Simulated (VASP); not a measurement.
Given:

```xyz
4
Lattice="4.6480 0.0000 0.0000 0.0000 4.6480 0.0000 0.0000 0.0000 4.6480" Properties=species:S:1:pos:R:3 pbc="T T T"
Tl     0.0000     2.3240     2.3240
Tl     2.3240     0.0000     2.3240
Tl     2.3240     2.3240     0.0000
Ag     0.0000     0.0000     0.0000
```

Method: PBEsol GGA, VASP's PBE PAW potentials (set 64) (plane waves; VASP 6.6.1). Settings: 400 eV cut-off, 8×8×8 Γ-centred mesh, tetrahedra with Blöchl corrections, potentials Tl_d Ag.

Unless said otherwise, spin-orbit coupling is left out, though it shifts the bands of the heavy elements here.

Q: Predict the energy per atom (σ→0), band gap (on the k-mesh) with the smallest direct gap where there is one.

A: 
* **band gap (on the k-mesh)**: none (metal, semimetal or under 0.01 eV)
* **energy per atom (σ→0)**: -2.671 eV/atom

Total energies compare only between runs with the same potentials, cut-off and functional.

The structure comes from a computed database's Tl3Ag entry (Pm-3m); how it stands against other phases isn't given here. It was relaxed first, which changed the volume by -10 %.
